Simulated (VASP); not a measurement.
Given:

```
Zn4SSe3
1.0
    0.00000     2.78236     2.78236
    2.78236     0.00000     2.78236
   11.13592    11.13592    -0.00650
Zn Se S
4 3 1
Direct
  0.01070   0.01070   0.99197
  0.00346   0.00346   0.24740
  0.99693   0.99693   0.50230
  0.98935   0.98935   0.75799
  0.25591   0.25591   0.05807
  0.24943   0.24943   0.31293
  0.24286   0.24286   0.56786
  0.25135   0.25135   0.81148
```

The numbers are results of PBEsol GGA, VASP's PBE PAW potentials (set 64) (plane waves; VASP), not measurements. Numerical set-up: 400 eV cut-off, Gaussian smearing of 0.050 eV, potentials Zn Se S.

### Question
Give the energies of bands 27 to 40 at the high-symmetry points, in eV from the valence-band maximum.

### Answer

```csv
band,Γ,T,H2,L,S0,F
27,-3.14,-1.51,-4.89,-4.79,-4.89,-4.84
28,-1.27,-1.36,-4.85,-4.75,-4.85,-4.76
29,-1.27,-1.26,-3.52,-2.76,-3.52,-2.74
30,-0.62,-1.26,-3.31,-2.66,-3.28,-2.60
31,-0.62,-0.70,-3.11,-2.48,-3.17,-2.52
32,-0.41,-0.70,-3.02,-2.05,-3.00,-2.38
33,-0.41,-0.26,-2.09,-1.76,-2.12,-1.85
34,-0.14,-0.26,-1.92,-1.66,-1.90,-1.60
35,0.00,-0.07,-1.79,-1.30,-1.82,-1.01
36,0.00,-0.07,-1.71,-1.10,-1.68,-0.95
37,1.29,2.09,3.84,3.01,3.74,2.54
38,2.46,2.36,3.87,3.25,4.13,2.77
39,2.79,2.65,4.44,3.32,4.15,3.36
40,2.90,2.79,4.60,3.40,4.76,3.63
```

The gap is direct, 1.29 eV, from the valence maximum at Γ to the conduction minimum at Γ.

The structure was generated: Zn4SSe3 was put into an ordered model structure (R3m), which need not be its known phase. It was relaxed first.
